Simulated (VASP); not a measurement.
```xyz
4
Lattice="2.3052 -3.9066 0.0000 2.3052 3.9066 0.0000 0.0000 0.0000 4.6206" Properties=species:S:1:pos:R:3 pbc="T T T"
Ga     2.3052     2.6963     4.2463
Ga     2.3052     1.2103     1.9360
Ga     2.3052    -1.2103     2.6846
Ga     2.3052    -2.6963     0.3743
```

The base run (VASP): PBE GGA, plane waves, VASP's PBE PAW potentials (set 64). Settings: 400 eV cut-off, 7×7×6 Γ-centred mesh, first-order Methfessel-Paxton smearing of 0.10 eV, potentials Ga_d.

One setting is varied; ΔE counts from the base run. The base run took about 40 core-seconds. Costs are core time on shared hosts, one run each; read them as rough ratios.

Pressures at a finite cut-off, here 400 eV, hold a Pulay part, which wasn't tested here.

```json
[
 {"setting": "PREC = Normal", "cost over the base run": "within a factor of 2", "electronic steps": "13", "ΔE (meV/atom)": "0.1", "pressure (GPa)": "-1.39"},
 {"setting": "PREC = Low", "cost over the base run": "within a factor of 2", "electronic steps": "13", "ΔE (meV/atom)": "-4.8", "pressure (GPa)": "-1.29"},
 {"setting": "PREC = Single", "cost over the base run": "within a factor of 2", "electronic steps": "13", "ΔE (meV/atom)": "-2.9", "pressure (GPa)": "-1.33"},
 {"setting": "LASPH = .FALSE.", "cost over the base run": "within a factor of 2", "electronic steps": "13", "ΔE (meV/atom)": "0.7", "pressure (GPa)": "-1.38"},
 {"setting": "base run", "cost over the base run": "reference", "electronic steps": "13", "ΔE (meV/atom)": "0.0", "pressure (GPa)": "-1.39"},
 {"setting": "ADDGRID = .TRUE.", "cost over the base run": "within a factor of 2", "electronic steps": "13", "ΔE (meV/atom)": "0.0", "pressure (GPa)": "-1.39"},
 {"setting": "LREAL = Auto", "cost over the base run": "within a factor of 2", "electronic steps": "13", "ΔE (meV/atom)": "-0.6", "pressure (GPa)": "-1.38"}
]
```

Left out are runs that failed, have no time on record or changed the cell.

The compound is Ga in the alpha structure. The cell was not relaxed at this level.
